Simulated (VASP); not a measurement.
Output of a VASP run:

### OSZICAR
```
       N       E                     dE             d eps       ncg     rms          rms(c)
DAV:   1     0.153160045164E+03    0.15316E+03   -0.15863E+04  3072   0.120E+03
DAV:   2    -0.808285958551E+02   -0.23399E+03   -0.23118E+03  4080   0.263E+02
DAV:   3    -0.962047728304E+02   -0.15376E+02   -0.15322E+02  4552   0.689E+01
DAV:   4    -0.966186424969E+02   -0.41387E+00   -0.41334E+00  4528   0.979E+00
DAV:   5    -0.966269854840E+02   -0.83430E-02   -0.83428E-02  4280   0.120E+00    0.963E+00
DAV:   6    -0.884791585627E+02    0.81478E+01   -0.92803E+00  4008   0.245E+01    0.642E+00
DAV:   7    -0.846033562986E+02    0.38758E+01   -0.16582E+00  3160   0.128E+01    0.375E+00
DAV:   8    -0.843254338162E+02    0.27792E+00   -0.10850E+00  3680   0.803E+00    0.149E+00
DAV:   9    -0.843878406112E+02   -0.62407E-01   -0.36165E-01  3376   0.500E+00    0.535E-01
DAV:  10    -0.846373438075E+02   -0.24950E+00   -0.13733E-01  3128   0.284E+00    0.349E-01
DAV:  11    -0.846006125414E+02    0.36731E-01   -0.33203E-02  3152   0.143E+00    0.290E-01
DAV:  12    -0.846142792004E+02   -0.13667E-01   -0.79783E-03  3912   0.527E-01    0.149E-01
DAV:  13    -0.846452291514E+02   -0.30950E-01   -0.23714E-02  3072   0.127E+00    0.140E-01
DAV:  14    -0.846455431528E+02   -0.31400E-03   -0.92900E-04  4856   0.155E-01    0.146E-01
DAV:  15    -0.846456645453E+02   -0.12139E-03   -0.16020E-05  3976   0.280E-02    0.147E-01
DAV:  16    -0.846462962274E+02   -0.63168E-03   -0.77673E-04  3728   0.148E-01    0.222E-01
DAV:  17    -0.846448720790E+02    0.14241E-02   -0.52604E-03  3608   0.384E-01    0.812E-02
DAV:  18    -0.846457054097E+02   -0.83333E-03   -0.14430E-03  3496   0.224E-01    0.105E-01
DAV:  19    -0.846457731438E+02   -0.67734E-04   -0.16295E-04  3880   0.819E-02    0.903E-02
DAV:  20    -0.846457961481E+02   -0.23004E-04   -0.11293E-05  4824   0.238E-02    0.998E-02
DAV:  21    -0.846456304933E+02    0.16565E-03   -0.37507E-04  3608   0.103E-01    0.239E-02
DAV:  22    -0.846457200803E+02   -0.89587E-04   -0.35368E-04  3736   0.103E-01    0.545E-02
DAV:  23    -0.846457044442E+02    0.15636E-04   -0.38056E-05  3744   0.378E-02    0.432E-02
DAV:  24    -0.846456961195E+02    0.83247E-05   -0.11958E-05  3720   0.198E-02    0.241E-02
DAV:  25    -0.846456924546E+02    0.36649E-05   -0.21785E-05  4208   0.250E-02    0.305E-03
DAV:  26    -0.846456924780E+02   -0.23429E-07   -0.37870E-06  4120   0.105E-02    0.126E-02
DAV:  27    -0.846456933116E+02   -0.83355E-06   -0.90242E-07  3496   0.541E-03    0.127E-02
DAV:  28    -0.846456927822E+02    0.52936E-06   -0.38001E-06  3600   0.109E-02    0.347E-03
DAV:  29    -0.846456931913E+02   -0.40904E-06   -0.49309E-07  3552   0.445E-03    0.647E-04
DAV:  30    -0.846456932073E+02   -0.15996E-07   -0.23265E-08  1616   0.123E-03
   1 F= -.84645693E+02 E0= -.84645693E+02  d E =0.000000E+00
       N       E                     dE             ncg
```

OUTCAR:
```
------------------------ aborting loop because EDIFF is reached ----------------------------------------
  FORCE on cell =-STRESS in cart. coord.  units (eV):
  Direction    XX          YY          ZZ          XY          YZ          ZX
  --------------------------------------------------------------------------------------
  Total        0.0034090      0.0640602     -0.0232271      0.0000000      0.0000000      0.0000000
  in kB        0.0369528      0.6943998     -0.2517771      0.0000000      0.0000000      0.0000000
  external PRESSURE =       0.1598585 kB  Pullay stress =       0.0000000 kB
  volume of cell :      147.81
      direct lattice vectors                 reciprocal lattice vectors
    -1.903533045  3.820669528  5.080771340     0.000000000  0.130867115  0.098410254
     1.903533045 -3.820669528  5.080771340     0.262669462  0.000000000  0.098410254
     1.903533045  3.820669528 -5.080771340     0.262669462  0.130867115  0.000000000
 POSITION                                       TOTAL-FORCE (eV/Angst)
 -----------------------------------------------------------------------------------
      0.00000      3.82067      1.97370        -0.000000      0.000000      0.013483
      1.90353     -0.00000      3.10707         0.000000     -0.000000     -0.013483
      0.00000      0.00000      0.00000        -0.000000     -0.000000     -0.000000
      1.90353      1.62950      0.00000        -0.000000     -0.016281     -0.000000
      0.00000      2.19117      5.08077         0.000000      0.016281     -0.000000
 -----------------------------------------------------------------------------------
    total drift:                                0.000000      0.000000      0.000000
  FREE ENERGIE OF THE ION-ELECTRON SYSTEM (eV)
  ---------------------------------------------------
  free  energy   TOTEN  =       -84.6456932073 eV

  energy  without entropy=      -84.6456932073  energy(sigma->0) =      -84.64569321

 total charge

# of ion       s       p       d       tot
------------------------------------------
    1        1.946   5.402   0.031   7.378
    2        1.946   5.402   0.031   7.378
    3        0.505   0.454   8.514   9.473
    4        1.439   2.414   0.030   3.883
    5        1.439   2.414   0.030   3.883
--------------------------------------------------
tot          7.273  16.086   8.635  31.994
```
(Selected blocks of OUTCAR.)

File POSCAR:
```
Rb2PdSe2
1
   -1.9035330445     3.8206695285     5.0807713404
    1.9035330445    -3.8206695285     5.0807713404
    1.9035330445     3.8206695285    -5.0807713404
Rb Pd Se
2 1 2
Direct
  0.6942323535   0.1942323535   0.5000000000
  0.3057676465   0.8057676465   0.5000000000
  0.0000000000   0.0000000000   0.0000000000
  0.2132483607   0.5000000000   0.7132483607
  0.7867516393   0.5000000000   0.2867516393
```

Question: Write an INCAR and KPOINTS that could have produced this output.

Answer: One answer among several that fit: the input of the run itself, r2SCAN meta-GGA, plane waves, VASP's PBE PAW potentials (set 64).

KPOINTS:
```
Automatic mesh
0
Gamma
7 7 7
0 0 0
```

**INCAR**
```
# general
SYSTEM =Rb2PdSe2
PREC   =Accurate
ENCUT  =400
LREAL  =.FALSE.   # projection in real space or not
LASPH  =.TRUE.   # aspherical one-centre terms

# electronic loop
EDIFF  =1E-7
NELM   =100   # most electronic steps
ALGO   =Normal   # blocked Davidson
LMAXMIX=4   # l cut-off of mixed one-centre charges
LMIXTAU=.TRUE.

# smearing
ISMEAR =-5

# functional
METAGGA=R2SCAN

# ions
ISIF   =2   # forces and stress, cell fixed

# output
LWAVE  =.FALSE.
LCHARG =.FALSE.
LORBIT =11
NEDOS  =601   # DOS grid

# other
LEFG   =.TRUE.
```

File KPOINTS_OPT:
```
k-points along high-symmetry lines
5
Line-mode
Reciprocal
  0.000000   0.000000   0.000000 ! GAMMA
  0.500000   0.500000  -0.500000 ! X

  0.500000   0.500000  -0.500000 ! X
  0.285045   0.714955  -0.285045 ! F_2

 -0.285045   0.285045   0.285045 ! SIGMA_0
  0.000000   0.000000   0.000000 ! GAMMA

  0.000000   0.000000   0.000000 ! GAMMA
  0.392076  -0.392076   0.392076 ! Y_0

  0.607924   0.392076  -0.392076 ! U_0
  0.500000   0.500000  -0.500000 ! X

  0.000000   0.000000   0.000000 ! GAMMA
  0.000000   0.500000   0.000000 ! R

  0.000000   0.500000   0.000000 ! R
  0.250000   0.250000   0.250000 ! W

  0.250000   0.250000   0.250000 ! W
  0.500000   0.000000   0.000000 ! S

  0.500000   0.000000   0.000000 ! S
  0.000000   0.000000   0.000000 ! GAMMA

  0.000000   0.000000   0.000000 ! GAMMA
  0.000000   0.000000   0.500000 ! T

  0.000000   0.000000   0.500000 ! T
  0.250000   0.250000   0.250000 ! W
```

POTCAR, in this order: Rb_sv Pd Se (PBE.64 set). Program: vasp_std.

The structure comes from a computed database's Rb2PdSe2 entry (Immm); how it stands against other phases isn't given here. It was relaxed first.
